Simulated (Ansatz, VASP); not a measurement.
Fitting the PBE energy curve of SiO

It takes space group F-43m (No. 216, cubic). Conventional cell: a = 4.867 Å, b = 4.867 Å, c = 4.867 Å, α = 90.00°, β = 90.00°, γ = 90.00°. Si (site symmetry -43m) has 4 O at 2.11 Å as nearest neighbours. O (site symmetry -43m) has 4 Si at 2.11 Å as nearest neighbours.

The cell comes from a database or a generator and needn't be the stable form of this composition.

The cell was scaled at fixed shape and fractions and run with Ansatz, Ansatz PAW (earlier soft set), cutoff 420 eV; PBE, k mesh 9 × 9 × 9 on the cell of 2 atoms, fermi-dirac occupations of 0.05 eV, no spin polarisation, no spin-orbit coupling. Energies are those that the program minimises, any entropy of the smearing included. For a metal such a mesh isn't converged to the digits shown.

| V (Å³/atom) | energy over the lowest row (meV/atom) |
| --- | --- |
| 13.5487 | 10.782 |
| 13.8369 | ? |
| 14.1252 | 1.095 |
| 14.4135 | 0.000 |
| 14.7018 | 1.180 |
| 14.9900 | 4.377 |
| 15.2783 | 9.519 |

Task: Fit the third-order Birch-Murnaghan form, give V0, B0 and B′, and predict the energy left open.

Result: With y = (V0/V)^(2/3), E = E0 + (9 V0 B0/16) [(y - 1)³ B′ + (y - 1)² (6 - 4y)]. Least squares through the rows shown give V0 = 14.4050 Å³/atom, E0 = 0.007 meV, B0 = 62.42 GPa (1 eV/Å³ = 160.218 GPa) and B′ = 3.11, with a largest miss of 0.015 meV. At V = 13.8369 the form with these constants gives 4.617 meV; the run gave 4.597 meV an atom. Other set-ups at this level, from all their volumes (Å³/atom, GPa): VASP, PBE PAW files O, Si, 520 eV: V0 14.441, B0 62.47.
